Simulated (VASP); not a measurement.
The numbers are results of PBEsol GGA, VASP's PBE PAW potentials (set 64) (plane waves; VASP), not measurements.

VASP ran on this input.

**INCAR**
```
SYSTEM = LaSi
PREC = Accurate
ENCUT = 400
EDIFF = 1E-6
NELM = 100
ALGO = Normal
LREAL = .FALSE.
LASPH = .TRUE.
ISMEAR = 1
SIGMA = 0.1
GGA = PS
LMAXMIX = 6
LWAVE = .FALSE.
LCHARG = .FALSE.
IBRION = 2
ISIF = 3
NSW = 60
EDIFFG = -0.01
```

### KPOINTS
```
K-points
0
G
8 8 8
```

File POSCAR:
```
LaSi
1
    4.1340000000     0.0000000000     0.0000000000
    0.0000000000     4.1340000000     0.0000000000
    0.0000000000     0.0000000000     4.1340000000
La Si
1 1
Direct
  0.0000000000   0.0000000000   0.0000000000
  0.5000000000   0.5000000000   0.5000000000
```

POTCAR, in this order: La Si (PBE.64 set). Program: vasp_std.

The run wrote:

File OSZICAR:
```
...
DAV:   1    -0.121319541391E+02   -0.13709E+00   -0.35470E+00  1046   0.220E+01    0.180E+00
DAV:   2    -0.120287619996E+02    0.10319E+00   -0.51645E-01  1212   0.108E+01    0.625E-01
DAV:   3    -0.120140778405E+02    0.14684E-01   -0.44873E-02  1349   0.253E+00    0.147E-01
DAV:   4    -0.120129762146E+02    0.11016E-02   -0.77780E-03  1481   0.587E-01    0.101E-01
DAV:   5    -0.120130950944E+02   -0.11888E-03   -0.28480E-04  1200   0.142E-01    0.643E-02
DAV:   6    -0.120132325196E+02   -0.13743E-03   -0.86572E-04  1359   0.265E-01    0.196E-02
DAV:   7    -0.120132415343E+02   -0.90147E-05   -0.49456E-05  1189   0.643E-02    0.117E-02
DAV:   8    -0.120132506453E+02   -0.91109E-05   -0.49648E-05  1150   0.650E-02    0.431E-03
DAV:   9    -0.120132527249E+02   -0.20796E-05   -0.17973E-05  1237   0.352E-02    0.108E-03
DAV:  10    -0.120132526570E+02    0.67850E-07   -0.81293E-07   687   0.109E-02
   3 F= -.12013253E+02 E0= -.12013790E+02  d E =-.108832E+01
       N       E                     dE             d eps       ncg     rms          rms(c)
DAV:   1    -0.120170957193E+02   -0.38430E-02   -0.13279E-01  1023   0.433E+00    0.323E-01
DAV:   2    -0.120136041557E+02    0.34916E-02   -0.13292E-02  1209   0.171E+00    0.139E-01
DAV:   3    -0.120128802139E+02    0.72394E-03   -0.38042E-03  1234   0.765E-01    0.281E-02
DAV:   4    -0.120128575955E+02    0.22618E-04   -0.57999E-04  1227   0.263E-01    0.181E-02
DAV:   5    -0.120128580371E+02   -0.44164E-06   -0.16283E-04  1264   0.149E-01    0.175E-02
DAV:   6    -0.120128601470E+02   -0.21098E-05   -0.17557E-05  1291   0.273E-02    0.171E-02
DAV:   7    -0.120128596651E+02    0.48188E-06   -0.22870E-05  1256   0.555E-02    0.643E-03
DAV:   8    -0.120128587046E+02    0.96047E-06   -0.16164E-05  1257   0.465E-02    0.372E-03
DAV:   9    -0.120128586508E+02    0.53841E-07   -0.37677E-07   553   0.633E-03
   4 F= -.12012859E+02 E0= -.12013304E+02  d E =-.108793E+01
       N       E                     dE             d eps       ncg     rms          rms(c)
DAV:   1    -0.120128902594E+02   -0.31555E-04   -0.11324E-04  1064   0.125E-01    0.915E-03
DAV:   2    -0.120128874303E+02    0.28291E-05   -0.13058E-05  1324   0.502E-02    0.407E-03
DAV:   3    -0.120128867704E+02    0.65993E-06   -0.30226E-06  1120   0.222E-02
   5 F= -.12012887E+02 E0= -.12013336E+02  d E =-.281196E-04
       N       E                     dE             d eps       ncg     rms          rms(c)
DAV:   1    -0.120129960405E+02   -0.10861E-03   -0.96106E-04  1032   0.373E-01    0.272E-02
DAV:   2    -0.120129706434E+02    0.25397E-04   -0.90746E-05  1237   0.145E-01    0.121E-02
DAV:   3    -0.120129650859E+02    0.55575E-05   -0.32449E-05  1234   0.704E-02    0.279E-03
DAV:   4    -0.120129652923E+02   -0.20641E-06   -0.50902E-06  1186   0.263E-02
   6 F= -.12012965E+02 E0= -.12013421E+02  d E =-.106642E-03
       N       E                     dE             d eps       ncg     rms          rms(c)
DAV:   1    -0.120129663748E+02   -0.12889E-05   -0.35952E-07   622   0.914E-03    0.108E-03
DAV:   2    -0.120129665286E+02   -0.15376E-06   -0.13846E-07   466   0.632E-03
   7 F= -.12012967E+02 E0= -.12013423E+02  d E =-.123622E-05
       N       E                     dE             d eps       ncg     rms          rms(c)
DAV:   1    -0.120129698802E+02   -0.35054E-05   -0.14141E-06   634   0.163E-02    0.920E-04
DAV:   2    -0.120129698555E+02    0.24637E-07   -0.10859E-07   439   0.893E-03
   8 F= -.12012970E+02 E0= -.12013427E+02  d E =-.456318E-05
       N       E                     dE             d eps       ncg     rms          rms(c)
DAV:   1    -0.120129762106E+02   -0.63305E-05   -0.58031E-06   908   0.296E-02    0.221E-03
DAV:   2    -0.120129760251E+02    0.18557E-06   -0.34499E-07   539   0.105E-02
   9 F= -.12012976E+02 E0= -.12013434E+02  d E =-.107327E-04
       N       E                     dE             d eps       ncg     rms          rms(c)
DAV:   1    -0.120129888192E+02   -0.12609E-04   -0.21210E-05   873   0.565E-02    0.419E-03
DAV:   2    -0.120129882168E+02    0.60241E-06   -0.17900E-06   821   0.198E-02
  10 F= -.12012988E+02 E0= -.12013448E+02  d E =-.229245E-04
       N       E                     dE             d eps       ncg     rms          rms(c)
DAV:   1    -0.120130146202E+02   -0.25801E-04   -0.89825E-05   941   0.114E-01    0.863E-03
DAV:   2    -0.120130121728E+02    0.24475E-05   -0.91717E-06  1281   0.444E-02    0.401E-03
DAV:   3    -0.120130115669E+02    0.60592E-06   -0.36052E-06  1165   0.235E-02
  11 F= -.12013012E+02 E0= -.12013474E+02  d E =-.462745E-04
       N       E                     dE             d eps       ncg     rms          rms(c)
DAV:   1    -0.120130694685E+02   -0.57296E-04   -0.44295E-04  1032   0.255E-01    0.183E-02
DAV:   2    -0.120130579497E+02    0.11519E-04   -0.40654E-05  1226   0.971E-02    0.816E-03
DAV:   3    -0.120130554494E+02    0.25003E-05   -0.15367E-05  1231   0.483E-02    0.203E-03
DAV:   4    -0.120130556070E+02   -0.15756E-06   -0.22260E-06  1057   0.179E-02
  12 F= -.12013056E+02 E0= -.12013523E+02  d E =-.903146E-04
       N       E                     dE             d eps       ncg     rms          rms(c)
DAV:   1    -0.120131839728E+02   -0.12852E-03   -0.16793E-03  1021   0.487E-01    0.358E-02
DAV:   2    -0.120131405684E+02    0.43404E-04   -0.15697E-04  1256   0.185E-01    0.158E-02
DAV:   3    -0.120131310830E+02    0.94855E-05   -0.54684E-05  1223   0.912E-02    0.374E-03
DAV:   4    -0.120131313245E+02   -0.24149E-06   -0.82833E-06  1214   0.326E-02
  13 F= -.12013131E+02 E0= -.12013610E+02  d E =-.166032E-03
       N       E                     dE             d eps       ncg     rms          rms(c)
DAV:   1    -0.120134450729E+02   -0.31399E-03   -0.67372E-03  1021   0.977E-01    0.717E-02
DAV:   2    -0.120132715890E+02    0.17348E-03   -0.62178E-04  1197   0.369E-01    0.316E-02
DAV:   3    -0.120132337217E+02    0.37867E-04   -0.21757E-04  1234   0.182E-01    0.743E-03
DAV:   4    -0.120132337605E+02   -0.38816E-07   -0.33603E-05  1203   0.653E-02    0.455E-03
DAV:   5    -0.120132343743E+02   -0.61379E-06   -0.98703E-06  1250   0.373E-02
  14 F= -.12013234E+02 E0= -.12013735E+02  d E =-.269082E-03
       N       E                     dE             d eps       ncg     rms          rms(c)
DAV:   1    -0.120140758335E+02   -0.84207E-03   -0.27685E-02  1021   0.199E+00    0.143E-01
DAV:   2    -0.120133991287E+02    0.67670E-03   -0.24991E-03  1210   0.759E-01    0.642E-02
DAV:   3    -0.120132445464E+02    0.15458E-03   -0.92539E-04  1217   0.377E-01    0.154E-02
DAV:   4    -0.120132413947E+02    0.31517E-05   -0.13722E-04  1230   0.136E-01    0.885E-03
DAV:   5    -0.120132433998E+02   -0.20051E-05   -0.34830E-05  1248   0.709E-02    0.945E-03
DAV:   6    -0.120132447207E+02   -0.13209E-05   -0.44507E-06  1101   0.136E-02    0.893E-03
DAV:   7    -0.120132459141E+02   -0.11934E-05   -0.75014E-06  1245   0.326E-02    0.323E-03
DAV:   8    -0.120132466200E+02   -0.70597E-06   -0.24504E-06  1100   0.182E-02
  15 F= -.12013247E+02 E0= -.12013786E+02  d E =-.281328E-03
       N       E                     dE             d eps       ncg     rms          rms(c)
DAV:   1    -0.120135083087E+02   -0.26239E-03   -0.74992E-03  1026   0.103E+00    0.759E-02
DAV:   2    -0.120133190085E+02    0.18930E-03   -0.73586E-04  1248   0.402E-01    0.336E-02
DAV:   3    -0.120132770172E+02    0.41991E-04   -0.23770E-04  1231   0.193E-01    0.727E-03
DAV:   4    -0.120132747782E+02    0.22391E-05   -0.36321E-05  1206   0.686E-02    0.433E-03
DAV:   5    -0.120132744311E+02    0.34702E-06   -0.86935E-06  1215   0.352E-02
  16 F= -.12013274E+02 E0= -.12013793E+02  d E =-.309139E-03
```

### OUTCAR
```
------------------------ aborting loop because EDIFF is reached ----------------------------------------
  FORCE on cell =-STRESS in cart. coord.  units (eV):
  Direction    XX          YY          ZZ          XY          YZ          ZX
  --------------------------------------------------------------------------------------
  Total       -0.0100250     -0.0100250     -0.0100250     -0.0000000      0.0000000     -0.0000000
  in kB       -0.3274580     -0.3274580     -0.3274580     -0.0000000      0.0000000     -0.0000000
  external PRESSURE =      -0.3274580 kB  Pullay stress =       0.0000000 kB
  volume of cell :       49.05
      direct lattice vectors                 reciprocal lattice vectors
     3.660552924  0.000000000  0.000000000     0.273182773 -0.000000000  0.000000000
     0.000000000  3.660552924  0.000000000    -0.000000000  0.273182773  0.000000000
    -0.000000000 -0.000000000  3.660552924    -0.000000000 -0.000000000  0.273182773
 POSITION                                       TOTAL-FORCE (eV/Angst)
 -----------------------------------------------------------------------------------
      0.00000      0.00000      0.00000        -0.000000      0.000000      0.000000
      1.83028      1.83028      1.83028         0.000000     -0.000000      0.000000
 -----------------------------------------------------------------------------------
    total drift:                               -0.000000      0.000000     -0.000000
  FREE ENERGIE OF THE ION-ELECTRON SYSTEM (eV)
  ---------------------------------------------------
  free  energy   TOTEN  =       -12.0132744311 eV

  energy  without entropy=      -12.0148292713  energy(sigma->0) =      -12.01379271

 reached required accuracy - stopping structural energy minimisation
```
(Selected blocks of OUTCAR.)

CONTCAR:
```
LaSi
   1.00000000000000
     3.6605529236112111    0.0000000000000000    0.0000000000000000
     0.0000000000000000    3.6605529236112111    0.0000000000000001
    -0.0000000000000000   -0.0000000000000000    3.6605529236112111
  La              Si
     1     1
Direct
     0.0000000000000000    0.0000000000000000    0.0000000000000000
     0.5000000000000000    0.5000000000000000    0.5000000000000000
```

Energy and stress use the plane-wave basis of the starting cell.

The structure was generated: LaSi was put into the CsCl type type (Pm-3m), which need not be its known phase. This run relaxes it. Symmetry was kept, so distortions that lower it aren't found. The electron count is odd and the run is not spin-polarised, which forces a metal.
